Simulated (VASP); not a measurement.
## Si3Bi2Te3: relaxation of cell and atoms with PBE

The system is Si3Bi2Te3.

```
CELL_PARAMETERS angstrom
6.41136 0.00000 0.00000
-3.20568 5.55240 0.00000
0.00000 0.00000 5.12490
ATOMIC_POSITIONS crystal
Si 0.65333 0.82667 0.00000
Si 0.17333 0.82667 0.00000
Si 0.17333 0.34667 0.00000
Bi 0.00000 0.00000 0.50000
Bi 0.66667 0.33333 0.00000
Te 0.01255 0.50627 0.50000
Te 0.49373 0.50627 0.50000
Te 0.49373 0.98745 0.50000
```

The cell was built by a generator and needn't be a form met in nature.

```yaml
Program: VASP 6.6.1
Task: relaxation of cell and atoms
Functional: PBE
Potentials_or_basis: VASP PAW PBE potentials, release 64 (Si, Bi_d, Te)
Cutoff: 520 eV
k_mesh: 3 × 3 × 3
Occupations: gaussian, width 0.15 eV
Spin: no spin polarisation
Further_INCAR_settings: PREC = Normal; ALGO = Fast; EDIFF = 0.0001; IBRION = 2; EDIFFG = -0.08; NSW = 24; ISIF = 3
```

| Quantity | Value |
| --- | --- |
| Relaxed volume | 26.19 Å³/atom |
| Relaxed cell | a = 6.580 Å, b = 6.580 Å, c = 5.587 Å, α = 90.00°, β = 90.00°, γ = 120.00° |
| Space group after relaxing (to 0.05 Å) | P-6m2 (No. 187) |
| Energy gained by relaxing | 146.3 meV/atom |
| Ionic steps | 15 |
| Pressure after relaxing | 0.0 GPa |
| Largest force after relaxing | 0.070 eV/Å |
| Band gap on the k mesh | none (metal or under the smearing width) |

Forces on the atoms (eV/Å):
```
Si   0.060  0.035  0.000
Si  -0.060  0.035  0.000
Si   0.000 -0.070  0.000
Bi   0.000  0.000  0.000
Bi   0.000  0.000  0.000
Te   0.044  0.025  0.000
Te  -0.044  0.025  0.000
Te   0.000 -0.050  0.000
```

Stress tensor (GPa, compression positive):
```
-0.03  0.00  0.00
 0.00 -0.03  0.00
 0.00  0.00  0.07
```

Step by step:
```tsv
step	energy change (eV)	largest force (eV/Å)	pressure (GPa)	volume (Å³)
1	0.0000	0.4090	7.30	182.44
2	-0.4815	0.5724	-2.06	211.21
3	-0.5101	0.5508	-0.63	204.90
4	-0.6279	0.6287	-0.41	204.77
5	-0.7130	0.6929	0.24	204.33
6	-0.7982	0.7135	0.34	205.12
7	-0.9761	0.3800	0.76	207.47
8	-1.1187	0.1603	-0.29	211.10
9	-1.1498	0.1714	-0.89	213.99
10	-1.1503	0.1716	-0.87	213.67
11	-1.1677	0.1166	-0.01	209.81
12	-1.1677	0.1221	0.02	209.60
13	-1.1674	0.1322	0.17	209.18
14	-1.1676	0.1214	0.10	209.52
15	-1.1706	0.0697	0.00	209.51
```

Final structure:
```cif
data_structure
_symmetry_space_group_name_H-M 'P 1'
_symmetry_Int_Tables_number 1
_cell_length_a 6.5802
_cell_length_b 6.5802
_cell_length_c 5.5874
_cell_angle_alpha 90.000
_cell_angle_beta 90.000
_cell_angle_gamma 120.000
_cell_volume 209.51
loop_
_atom_site_label
_atom_site_type_symbol
_atom_site_fract_x
_atom_site_fract_y
_atom_site_fract_z
_atom_site_occupancy
Si1 Si 0.59051 0.79526 0.00000 1
Si2 Si 0.20474 0.79526 0.00000 1
Si3 Si 0.20474 0.40949 0.00000 1
Bi1 Bi 0.00000 0.00000 0.50000 1
Bi2 Bi 0.66667 0.33333 0.00000 1
Te1 Te 0.00419 0.50210 0.50000 1
Te2 Te 0.49790 0.50210 0.50000 1
Te3 Te 0.49790 0.99581 0.50000 1
```

Levels at points of the mesh, in eV from the Fermi level:
| k point | band 28 | band 29 | band 30 | band 31 | band 32 | band 33 |
| --- | --- | --- | --- | --- | --- | --- |
| (0.00, 0.00, 0.00) | -1.44 | -0.47 | -0.01 | 0.37 | 0.37 | 0.81 |

Run time: 2.4 min on 1 thread of Intel(R) Xeon(R) Platinum 8488C (Sapphire Rapids), on a shared host, peak memory 0.22 GiB.

Caveat: the k mesh is coarse (spacing up to 0.41 Å⁻¹), so the values aren't converged; spin-orbit coupling is left out, which moves the levels of the heavy elements; the relaxation stopped at a loose force limit of 0.08 eV/Å, so its end isn't a converged minimum.
